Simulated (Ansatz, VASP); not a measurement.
# Cross-check of BeGe between VASP and Ansatz, part 2 of 2

One calculation is typed for both programs; each brings its own data sets. How far apart do they land? The cell is generated by rule, not measured, and may not be a known phase. The cell is taken from a series of runs on this material, whose earlier steps may have relaxed, scaled, displaced or heated it; both programs get it as it stands.

VASP 6.6.1 and Ansatz 0.2.0.

So far: Starting point; Ansatz: relaxation of cell and atoms, PBEsol, pair 1; VASP: relaxation of cell and atoms, PBEsol, pair 1; Differences.

### Step 5. VASP: relaxation of cell and atoms, PBEsol, pair 2

Level of this step: PBEsol; plane waves and PAW (Be, Ge_d); invented cell (VASP).

The relaxed volume is the usual yardstick between codes: in a stiff, nearly cubic crystal its relative difference is about their pressure difference at one cell divided by the bulk modulus.

File INCAR:

```
SYSTEM = BeGe
PREC = Accurate
ENCUT = 600
EDIFF = 1E-07
NELM = 120
ISMEAR = 1
SIGMA = 0.15
LREAL = .FALSE.
ALGO = Normal
GGA = PS
NBANDS = 14
LORBIT = 11
LWAVE = .FALSE.
LCHARG = .FALSE.
ISIF = 3
IBRION = 2
NSW = 80
EDIFFG = -0.005
LASPH = .TRUE.
GGA_COMPAT = .FALSE.
NELMIN = 4
```

File POSCAR:

```
BeGe
1.0
    2.7636280000      0.0000000000      0.0000000000
    0.0000000000      2.7636280000      0.0000000000
    0.0000000000      0.0000000000      3.4828710000
Be Ge
1 1
Direct
    0.0000000000      0.0000000000      0.0000000000
    0.5000000000      0.5000000000      0.5000001436
```

File KPOINTS:

```
Automatic mesh
0
Gamma
16 16 12
0 0 0
```

PAW data sets: Be and Ge_d (PBE family, release 64).

On the command line:

```
$ mpirun -np 1 vasp_std
```

Numbers of over 12 decimals in the logs are rounded to 6 here.

Output:

```text
[banner, memory and clock lines left out]
running    1 mpi-ranks, on    1 nodes
[...]
[... a notice as in an earlier step ...]

 LDA part: xc-table for (Slater+PW92), standard interpolation
 POSCAR, INCAR and KPOINTS ok, starting setup
[...]
entering main loop
       N       E                     dE             d eps       ncg     rms          rms(c)
DAV:   1     0.781637361179E+02    0.78164E+02   -0.87953E+03  9610   0.311E+03
DAV:   2     0.518393850733E+00   -0.77645E+02   -0.73082E+02  9414   0.468E+02
DAV:   3    -0.788830402502E+01   -0.84067E+01   -0.83137E+01 11040   0.899E+01
DAV:   4    -0.804583506626E+01   -0.15753E+00   -0.15749E+00 10038   0.140E+01
[...]
DAV:   8    -0.799899888177E+01    0.97400E-03   -0.10135E-03 11008   0.633E-01    0.417E-02
DAV:   9    -0.799900165061E+01   -0.27688E-05   -0.23174E-05 10620   0.498E-02    0.122E-02
DAV:  10    -0.799900170546E+01   -0.54846E-07   -0.45306E-07 11154   0.740E-03
   1 F= -.79990017E+01 E0= -.79992088E+01  d E =-.799900E+01
[...]
N       E                     dE             d eps       ncg     rms          rms(c)
DAV:   1    -0.799947924603E+01   -0.47760E-03   -0.56283E-03 11316   0.166E+00    0.121E-01
DAV:   2    -0.799913068222E+01    0.34856E-03   -0.45995E-04 11008   0.486E-01    0.621E-02
DAV:   3    -0.799903055103E+01    0.10013E-03   -0.13069E-04 10966   0.219E-01    0.159E-02
DAV:   4    -0.799902053900E+01    0.10012E-04   -0.96545E-06 10842   0.570E-02    0.506E-03
DAV:   5    -0.799902012637E+01    0.41263E-06   -0.29102E-07  9916   0.640E-03    0.196E-03
DAV:   6    -0.799902004336E+01    0.83011E-07   -0.53696E-08  5292   0.521E-03
   2 F= -.79990200E+01 E0= -.79992289E+01  d E =-.183379E-04
 trial-energy change:   -0.000018  1 .order   -0.000024   -0.000042   -0.000005
 step:   1.1426(harm=  1.1426)  dis= 0.00000  next Energy=    -7.999026 (dE=-0.240E-04)
 reached required accuracy - stopping structural energy minimisation
```

From OUTCAR (step 5):

```text
  Total        0.0023813      0.0023813      0.0039748      0.0000000     -0.0000000      0.0000000
  in kB        0.1431831      0.1431831      0.2390002      0.0000000     -0.0000000      0.0000000
  external PRESSURE =       0.1751222 kB  Pullay stress =       0.0000000 kB

 POSITION                                       TOTAL-FORCE (eV/Angst)
 -----------------------------------------------------------------------------------
      0.00000      0.00000      0.00000         0.000000     -0.000000      0.000000
      1.38243      1.38243      1.74280         0.000000      0.000000      0.000000
 -----------------------------------------------------------------------------------
    total drift:                                0.000000      0.000000     -0.000320

  FREE ENERGIE OF THE ION-ELECTRON SYSTEM (eV)
  ---------------------------------------------------
  free  energy   TOTEN  =        -7.9990200434 eV

  energy  without entropy=       -7.9996465648  energy(sigma->0) =       -7.99922888

[... 2 parts as in an earlier step ...]

[... 2 further parts left out ...]
[key lines of the parts left out:]
E-fermi :   7.2374
```

### Step 6. Ansatz: relaxation of cell and atoms, PBEsol, pair 2

The same cell, functional, mesh and smearing now go to Ansatz, which takes its cutoff from its data sets.

The cell is taken from a series of runs on this material, whose earlier steps may have relaxed, scaled, displaced or heated it; both programs get it as it stands.

File input.yaml:

```yaml
crystal:
  lattice:
    - [2.7636275094, 0.0, 0.0]
    - [0.0, 2.7636275094, 0.0]
    - [0.0, 0.0, 3.4828712401]
  atoms:
    - { symbol: Be, position: [0.0, 0.0, 0.0] }
    - { symbol: Ge, position: [0.5, 0.5, 0.5] }
kpoints:
  mp_grid: { grid: [16, 16, 12] }
hamiltonian:
  xc: pbesol
scf:
  occupations: { method: methfessel_paxton, width: 0.15 }
output:
  forces: true
  stress: true
  eigenvalues: true
relax:
  adjacent_minimum: "off"
  f_tol: 0.001
  max_steps: 60
  cell: { stress_tol: 0.01 }
```

On the command line:

```
$ ansatz run input.yaml --threads 4 --pin off --max-ram 8192MiB --backend cpu --events-out ev --progress --plain --runs-dir out
```

Output:

```text
[...]
Crystal: 2 atoms, lattice volume = 26.601 Å³
Basis set: ecut = 420 eV, 535 PW (Γ), exchange–correlation on 40×40×48 points (8 copies of the dense FFT grid, shifted against one another)
Bands: 12, of which v1, the nominal top of the filled ones, is band 8 counted from 1 (7 counted from 0)
Symmetry: 16 space group operations
[...]
k-points: 315 of 3072
[...]
k-point 314: bands = [... 4 lower, -13.9140, 7.1765, 8.4786, 8.4786, 10.3740, 10.3740, 10.5564, 10.9731, ... 4 higher]
--- Relaxed structure (3 steps of the walk, 2 accepted, 1 SCFs on fresh bases) ---
[...]
cell:  # Å, volume = 26.6010 Å³
    - [2.763187, 0, 0.0]
    - [0, 2.763187, 0.0]
    - [0.0, 0.0, 3.483994]
  atoms:
    - { symbol: Be, position: [0, 0, 0.0] }
    - { symbol: Ge, position: [0.5, 0.5, 0.5] }
[key lines of the parts left out:]
SCF converged after 4 iterations
Free energy (F): -4342.911861 eV
Fermi energy:    10.629276 eV
P = ⅓ Tr σ = -0.0017 GPa (-0.017 kbar)
```

### Step 7. Side by side

Compared:

```
                                         quantity  Ansatz   VASP  difference
                                      volume (Å³)   26.60  26.65     -0.17 %
edge a after relaxation, in the typed setting (Å)   2.763  2.765     -0.06 %
edge c after relaxation, in the typed setting (Å)   3.484  3.486     -0.05 %
```

### Step 8. Outcome

- difference in volume (relaxation of cell and atoms, PBEsol, pair 1): -0.15 %
- difference in volume (relaxation of cell and atoms, PBEsol, pair 2): -0.17 %

The difference in volume is -0.17 % (relaxation of cell and atoms, PBEsol, pair 2), within the 1.2 % picked in this series as the mark of a large difference, as far as the stopping tolerances let one tell. 1 further run of this series is not shown here. Such differences can come from data sets, numerical settings and the points named under the comparisons, not from the functional's error against experiment.

[Lines on the potential files, build, host, timing and source positions are cut from VASP's logs without a mark.]

[Logs are printed without paths, hosts, clocks, repeated set-up lines and the standing remarks that a program may print on its own settings, such as how far it seeks lower states.]

[Hosts, paths, dates, database ids (printed as entryN), source tags and the programs' standing remarks are cut or masked in the printed files.]
